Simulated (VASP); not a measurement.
# Si2B3 (Cmmm) in VASP: relaxation of cell and atoms with PBE

Aim: the relaxation of cell and atoms of Si2B3 with PBE.

Everything below comes from runs of VASP 6.6.1. Logs are shortened: lines on timing, memory, paths and dates and some standing lists are left out, and cuts for length are marked.

### Step 1. The structure

The structure is orthorhombic, space group Cmmm (No. 65). The conventional cell has a = 4.821 Å, b = 5.703 Å, c = 3.769 Å, α = 90.00°, β = 90.00°, γ = 90.00°. Si (site symmetry m2m) is surrounded by 1 Si at 1.60 Å. B (site symmetry m2m) has 2 B at 1.83 to 1.94 Å as nearest neighbours. Around B (site symmetry mmm) lie 2 B at 1.94 Å and 4 Si at 2.05 Å.

The cell was built by a generator and needn't be a form met in nature.

### Step 2. Relaxation of cell and atoms, PBE

INCAR reads:

```
SYSTEM = Si2B3
  PREC = Normal
  ENCUT = 520
  EDIFF = 1E-4
  ISMEAR = 0
  SIGMA = 0.15
  LREAL = .False.
  LASPH = .True.
  NELM = 60
  ALGO = Fast
  ISIF = 3
  LWAVE = .False.
  LCHARG = .False.
  GGA = PE
  IBRION = 2
  NSW = 24
  EDIFFG = -0.08
```

KPOINTS reads:

```
Automatic mesh
0
Gamma
  5 5 5
  0 0 0
```

POSCAR reads:

```
Si2B3
1.0
    2.4103545000     -2.8513959100      0.0000000000
    2.4103545000      2.8513959100      0.0000000000
    0.0000000000      0.0000000000      3.7687298200
Si B
2 3
Direct
    0.8599115600      0.1400884400      0.0000000000
    0.1400884400      0.8599115600      0.0000000000
    0.6606245200      0.3393754800      0.5000000000
    0.3393754800      0.6606245200      0.5000000000
    0.0000000000      0.0000000000      0.5000000000
```

Potentials or basis: VASP PAW PBE potentials, release 64 (Si, B).

Started as:

```sh
> cat potpaw_PBE.64/Si/POTCAR potpaw_PBE.64/B/POTCAR > POTCAR
> mpirun -np 1 vasp_std > vasp.out
```

OUTCAR:

```text
SYSTEM = Si2B3
   PREC = Normal
   ENCUT = 520
   EDIFF = 1E-4
   ISMEAR = 0
   LREAL = .False.
   LASPH = .True.
   NELM = 60
   ISIF = 3
   GGA = PE
   IBRION = 2
   NSW = 24
   EDIFFG = -0.08

 ion  position               nearest neighbor table
   1  0.860  0.140  0.000-   2 1.60   5 2.05   5 2.05   3 2.20   3 2.20   2 2.72   2 2.72
   2  0.140  0.860  0.000-   1 1.60   5 2.05   5 2.05   4 2.20   4 2.20   1 2.72   1 2.72
   3  0.661  0.339  0.500-   4 1.83   5 1.94   1 2.20   1 2.20
   4  0.339  0.661  0.500-   3 1.83   5 1.94   2 2.20   2 2.20
   5  0.000  0.000  0.500-   3 1.94   4 1.94   1 2.05   2 2.05   1 2.05   2 2.05

  LATTYP: Found a base centered orthorhombic cell.
 ALAT       =     4.8207090000
 B/A-ratio  =     1.1829778192
 C/A-ratio  =     0.7817791574

  Lattice vectors:

 A1 = (   2.4103545000,  -2.8513959100,   0.0000000000)
 A2 = (   2.4103545000,   2.8513959100,   0.0000000000)
 A3 = (   0.0000000000,   0.0000000000,   3.7687298200)

Analysis of symmetry for initial positions (statically):
=====================================================================
 Subroutine PRICEL returns:
 Original cell was already a primitive cell.

 Routine SETGRP: Setting up the symmetry group for a
 base centered orthorhombic supercell.

 Subroutine GETGRP returns: Found  8 space group operations
 (whereof  8 operations were pure point group operations)
 out of a pool of  8 trial point group operations.

The static configuration has the point symmetry D_2h.

Analysis of symmetry for dynamics (positions and initial velocities):
=====================================================================
 Subroutine PRICEL returns:
 Original cell was already a primitive cell.

 Routine SETGRP: Setting up the symmetry group for a
 base centered orthorhombic supercell.

 Subroutine GETGRP returns: Found  8 space group operations
 (whereof  8 operations were pure point group operations)
 out of a pool of  8 trial point group operations.

The dynamic configuration has the point symmetry D_2h.

 Subroutine INISYM returns: Found  8 space group operations
 (whereof  8 operations are pure point group operations),
 and found     1 'primitive' translations

----------------------------------------------------------------------------------------

                                     Primitive cell

  volume of cell :      51.8040

  direct lattice vectors                    reciprocal lattice vectors
     2.410354500 -2.851395910  0.000000000     0.207438366 -0.175352710  0.000000000
     2.410354500  2.851395910  0.000000000     0.207438366  0.175352710  0.000000000
     0.000000000  0.000000000  3.768729820     0.000000000  0.000000000  0.265341388

  length of vectors
     3.733666757  3.733666757  3.768729820     0.271623358  0.271623358  0.265341388

  position of ions in fractional coordinates (direct lattice)
     0.859911560  0.140088440  0.000000000
     0.140088440  0.859911560  0.000000000
     0.660624520  0.339375480  0.500000000
     0.339375480  0.660624520  0.500000000
     0.000000000  0.000000000  0.500000000

  ion indices of the primitive-cell ions
   primitive index   ion index
                 1           1
                 2           2
                 3           3
                 4           4
                 5           5

----------------------------------------------------------------------------------------

 KPOINTS: Automatic mesh

Automatic generation of k-mesh.
 Grid dimensions read from file:
 generate k-points for:    5    5    5

 Generating k-lattice:

  Cartesian coordinates                     Fractional coordinates (reciprocal lattice)
     0.041487673 -0.035070542  0.000000000     0.200000000  0.000000000  0.000000000
     0.041487673  0.035070542  0.000000000     0.000000000  0.200000000  0.000000000
     0.000000000  0.000000000  0.053068278     0.000000000  0.000000000  0.200000000

  Length of vectors
     0.054324672  0.054324672  0.053068278

  Shift w.r.t. Gamma in fractional coordinates (k-lattice)
     0.000000000  0.000000000  0.000000000

 Subroutine IBZKPT returns following result:
 ===========================================

 Found     27 irreducible k-points:

 Following reciprocal coordinates:
            Coordinates               Weight
  0.000000  0.000000  0.000000      1.000000
  0.200000  0.000000  0.000000      4.000000
  0.400000  0.000000  0.000000      4.000000
  0.200000  0.200000  0.000000      2.000000
  0.400000  0.200000  0.000000      4.000000
 -0.400000  0.200000  0.000000      4.000000
[... 16 lines left out ...]
  0.400000  0.200000  0.400000      8.000000
 -0.400000  0.200000  0.400000      8.000000
 [... further k-points ...]
   k-points           NKPTS =     27   k-points in BZ     NKDIM =     27   number of bands    NBANDS=     12
   number of dos      NEDOS =    301   number of ions     NIONS =      5
   total plane-waves  NPLWV =  13824
   dimension x,y,z NGX =    24 NGY =   24 NGZ =   24
   dimension x,y,z NGXF=    48 NGYF=   48 NGZF=   48
   ions per type =               2   3
   NGX,Y,Z   is equivalent  to a cutoff of  10.69, 10.69, 10.59 a.u.
   NGXF,Y,Z  is equivalent  to a cutoff of  21.37, 21.37, 21.17 a.u.
 SYSTEM =  Si2B3
   PREC   = normal    normal or accurate (medium, high low for compatibility)
   ISTART =      0    job   : 0-new  1-cont  2-samecut
   ICHARG =      2    charge: 1-file 2-atom 10-const
   ISPIN  =      1    spin polarized calculation?
   LNONCOLLINEAR =      F non collinear calculations
   LSORBIT =      F    spin-orbit coupling
   LASPH  =      T    aspherical Exc in radial PAW
   ENCUT  =  520.0 eV  38.22 Ry    6.18 a.u.   6.94  6.94  7.01*2*pi/ulx,y,z
   NELM   =     60;   NELMIN=  2; NELMDL= -5     # of ELM steps
   EDIFF  = 0.1E-03   stopping-criterion for ELM
   LREAL  =      F    real-space projection
   EDIFFG = -.8E-01   stopping-criterion for IOM
   NSW    =     24    number of steps for IOM
   IBRION =      2    ionic relax: 0-MD 1-quasi-New 2-CG
   NFREE  =      1    steps in history (QN), initial steepest desc. (CG)
   ISIF   =      3    stress and relaxation
   ISYM   =      2    0-nonsym 1-usesym 2-fastsym
   POTIM  = 0.5000    time-step for ionic-motion
   TEBEG  =    0.0;   TEEND  =   0.0 temperature during run
   PSTRESS=    0.0 pullay stress
   NELECT =      17.0000    total number of electrons
   NUPDOWN=      -1.0000    fix difference up-down
   EMIN   =  10.00;   EMAX   =-10.00  energy-range for DOS
   EFERMI =   0.00;   METHOD = LEGACY
   ISMEAR =     0;   SIGMA  =   0.15  broadening in eV -4-tet -1-fermi 0-gaus
   EFERMI_NEDOS =   21; number of points for ismear=-14 and -15
   IALGO  =     68    algorithm
   IMIX   =      4    mixing-type and parameters
     AMIX     =   0.40;   BMIX     =  1.00
     AMIX_MAG =   1.60;   BMIX_MAG =  1.00
  volume/ion in A,a.u.               =      10.36        69.92
  Fermi-wavevector in a.u.,A,eV,Ry     =   1.129198  2.133874 17.348618  1.275087
  Thomas-Fermi vector in A             =   2.265890
   LORBIT       =      0    0 simple, 1 ext, 2 COOP (PROOUT), +10 PAW based schemes
   GGA     = PE    functional components
   LHFCALC =     F    Hartree Fock is set to
   AEXX    =    0.0000 exact exchange contribution
   IVDW    =     0    specifies the selected vdW correction
   LEPSILON=     F    determine dielectric tensor
   LRPA    =     F    only Hartree local field effects (RPA)
 conjugate gradient relaxation of ions
 non-spin polarized calculation
 RMM-DIIS sequential band-by-band and
 Gauss-broadening in eV      SIGMA  =   0.15
  energy-cutoff  :      520.00
  volume of cell :       51.80
 maximum number of plane-waves:      1411
   NGX = 13   NGY = 13   NGZ = 15

--------------------------------------- Ionic step        1  -------------------------------------------

 number of electron      16.9999999 magnetization

 Free energy of the ion-electron system (eV)
  ---------------------------------------------------
  ext. energy  EPLUGINS =         0.00000000
  ---------------------------------------------------
  free energy    TOTEN  =       -18.73418026 eV

  energy without entropy =      -18.71698120  energy(sigma->0) =      -18.72558073

------------------------ aborting loop because EDIFF is reached ----------------------------------------

  FORCE on cell =-STRESS in cart. coord.  units (eV):
  Direction    XX          YY          ZZ          XY          YZ          ZX
  --------------------------------------------------------------------------------------
  -------------------------------------------------------------------------------------
  Total       -1.1683858     39.1197545      4.6656225      0.0000000      0.0000000      0.0000000
  in kB      -36.1354440   1209.8826831    144.2968112      0.0000000      0.0000000      0.0000000
  external PRESSURE =     439.3480168 kB  Pullay stress =       0.0000000 kB
[... 26 lines left out ...]
--------------------------------------- Ionic step        2  -------------------------------------------

 number of electron      16.9999999 magnetization

 E-fermi :   4.3995     XC(G=0):  -9.7281

 val. band max:        4.2520392981   @ k =  -0.4000   0.4000   0.0000
 cond. band min:       4.4809844118   @ k =   0.4000   0.2000   0.0000
 fundamental gap:      0.2289451137
 Fermi energy:         4.3995267604

 k-point     1 :       0.0000    0.0000    0.0000
  band No.  band energies     occupation
      1      -8.3496      2.00000
      2      -1.5734      2.00000
      3      -1.3429      2.00000
      4      -0.9110      2.00000
      5       0.7715      2.00000
      6       1.3853      2.00000
      7       2.2049      2.00000
      8       2.5628      2.00000
      9       3.2092      2.00000
     10       3.6659      2.00000
     11       6.7514      0.00000
     12       7.0479      0.00000
[... 416 lines left out ...]
  FREE ENERGIE OF THE ION-ELECTRON SYSTEM (eV)
  ---------------------------------------------------
  free  energy   TOTEN  =       -23.5928868354 eV

  energy  without entropy=      -23.5746742807  energy(sigma->0) =      -23.58378056

[... ionic steps 4 to 19 ...]

--------------------------------------- Ionic step       20  -------------------------------------------

 number of electron      16.9999998 magnetization

------------------------ aborting loop because EDIFF is reached ----------------------------------------
[... 73 lines left out ...]
--------------------------------------- Ionic step       22  -------------------------------------------

 number of electron      16.9999998 magnetization

 Free energy of the ion-electron system (eV)
  ---------------------------------------------------
  ext. energy  EPLUGINS =         0.00000000
  ---------------------------------------------------
  free energy    TOTEN  =       -27.59229199 eV

  energy without entropy =      -27.58008489  energy(sigma->0) =      -27.58618844

 E-fermi :   7.7120     XC(G=0): -11.1625

 val. band max:        7.6471603790   @ k =   0.0000   0.0000   0.4000
 cond. band min:       7.7153436222   @ k =  -0.4000   0.2000   0.0000
 fundamental gap:      0.0681832432
 Fermi energy:         7.7120224267

 k-point     1 :       0.0000    0.0000    0.0000
  band No.  band energies     occupation
      1      -6.5375      2.00000
      2      -1.0135      2.00000
      3       0.2834      2.00000
      4       2.0537      2.00000
      5       2.5277      2.00000
      6       5.1257      2.00000
      7       7.1048      2.00000
      8       7.4033      1.99639
      9       8.6506      0.00000
     10       9.3550      0.00000
     11       9.6326      0.00000
     12      10.4344      0.00000
[... 377 lines left out ...]
  FREE ENERGIE OF THE ION-ELECTRON SYSTEM (eV)
  ---------------------------------------------------
  free  energy   TOTEN  =       -27.5922919937 eV

  energy  without entropy=      -27.5800848879  energy(sigma->0) =      -27.58618844

 reached required accuracy - stopping structural energy minimisation
```

Run time: 62 s. Hardware: 1 thread of AMD EPYC 9R14 (Zen 4), shared host; peak memory 0.11 GiB.

Results:

- Free energy: -27.5923 eV
- Relaxed volume: 10.82 Å³/atom
- Relaxed cell: a = 3.416 Å, b = 3.416 Å, c = 4.635 Å, α = 90.00°, β = 90.00°, γ = 91.52°
- Space group after relaxing (to 0.05 Å): Cmmm (No. 65)
- Energy gained by relaxing: 1771.6 meV/atom
- Ionic steps: 22
- Pressure after relaxing: -0.1 GPa
- Largest force after relaxing: 0.060 eV/Å
- Band gap on the k mesh: none (metal or under the smearing width)

Forces on the atoms (eV/Å):
```
Si   0.000  0.009  0.000
Si   0.000 -0.009  0.000
B    0.000  0.060  0.000
B    0.000 -0.060  0.000
B    0.000  0.000  0.000
```

Step by step:
```
step  energy change (eV)  largest force (eV/Å)  pressure (GPa)  volume (Å³)
   1              0.0000               30.8094           43.93        51.80
   2              4.7925               35.6034           31.10        73.73
   3             -4.8587                1.3814           -2.85        61.26
   4             -4.9964                1.3678           -2.90        60.74
   5             -6.3030                1.4586           -3.81        56.24
   6             -6.9955                1.0961           -2.90        54.02
   7             -7.2098                0.8995           -1.05        52.91
   8             -7.2328                0.9831            0.69        52.36
   9             -7.2349                0.8092            0.24        52.49
  10             -8.0748                0.9430           -3.82        52.62
  11             -8.3712                2.6986           -1.41        52.49
  12             -8.7814                0.3591            1.47        51.96
  13             -8.7816                0.3608            1.69        51.95
  14             -8.8071                0.1711            0.46        52.61
  15             -8.8455                0.3312           -2.19        54.51
  16             -8.8429                0.4835           -2.54        55.14
  17             -8.8465                0.3773           -2.33        54.70
  18             -8.8516                0.2359           -1.27        54.79
  19             -8.8523                0.2728           -1.52        54.77
  20             -8.8558                0.1165           -1.09        54.54
  21             -8.8576                0.1126           -0.42        54.20
  22             -8.8581                0.0601           -0.12        54.08
```

Final structure:
```yaml
crystal:
  lattice:
    - [2.38361, -2.44756, 0.00000]
    - [2.38361, 2.44756, 0.00000]
    - [0.00000, 0.00000, 4.63490]
  atoms:
    - { symbol: Si, position: [0.75584, 0.24416, 0.00000] }
    - { symbol: Si, position: [0.24416, 0.75584, 0.00000] }
    - { symbol: B, position: [0.66735, 0.33265, 0.50000] }
    - { symbol: B, position: [0.33265, 0.66735, 0.50000] }
    - { symbol: B, position: [0.00000, 0.00000, 0.50000] }
```

Caveat: the relaxation stopped at a loose force limit of 0.08 eV/Å, so its end isn't a converged minimum.
